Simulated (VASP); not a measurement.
VASP runs on Sn (space group Im-3m) share one base input (PBEsol GGA, plane waves, VASP's PBE PAW potentials (set 64)) and change the settings named in each case.

POSCAR:
```
Sn
1
   -1.8898820000     1.8898820000     1.8898820000
    1.8898820000    -1.8898820000     1.8898820000
    1.8898820000     1.8898820000    -1.8898820000
Sn
1
Direct
  0.0000000000   0.0000000000   0.0000000000
```

**KPOINTS**
```
Automatic mesh
0
Gamma
10 10 10
0 0 0
```

INCAR:
```
! general
SYSTEM  = Sn
PREC    = Accurate
ENCUT   = 300
LREAL   = .FALSE.
LASPH   = .TRUE.

! electronic loop
EDIFF   = 1E-6
NELM    = 100
ALGO    = Normal
LMAXMIX = 4

! smearing
ISMEAR  = 0
SIGMA   = 0.272

! functional
GGA     = PS

! ions
ISIF    = 2

! output
LWAVE   = .FALSE.
LCHARG  = .FALSE.
```

POTCAR, in this order: Sn_d (PBE.64 set). Program: vasp_std.

```csv
change,E(σ→0) (eV/atom),pressure (GPa),−TS (eV)
base run,-4.2114,-2.08,-0.0281
"GGA removed, POTCAR Sn_d (LDA.64 set)",-4.4127,-3.25,-0.0286
"GGA_COMPAT = .FALSE., LNONCOLLINEAR = .TRUE., LSORBIT = .TRUE., MAGMOM = 0.0 0.0 0.0, program vasp_ncl",-4.2670,-2.12,-0.0268
KPOINTS 2×2×2 Γ-centred mesh,-5.8997,-6.53,-0.0524
```
 Energies of different potentials or functionals have different zeros.  Unless said otherwise, spin-orbit coupling is left out, though it shifts the bands of the heavy elements here. At 300 eV the pressure can carry a Pulay error.

Left out are runs that ran out of time, are held back, or changed the cell or the kind of run, fixed moments of cells without a moment, rows past the twelfth, gaps on odd meshes, pressures of charged cells and columns that move by less than the noise.

The structure was generated: Sn was put into an ordered model structure, which need not be its known phase. The cell was not relaxed at this level.
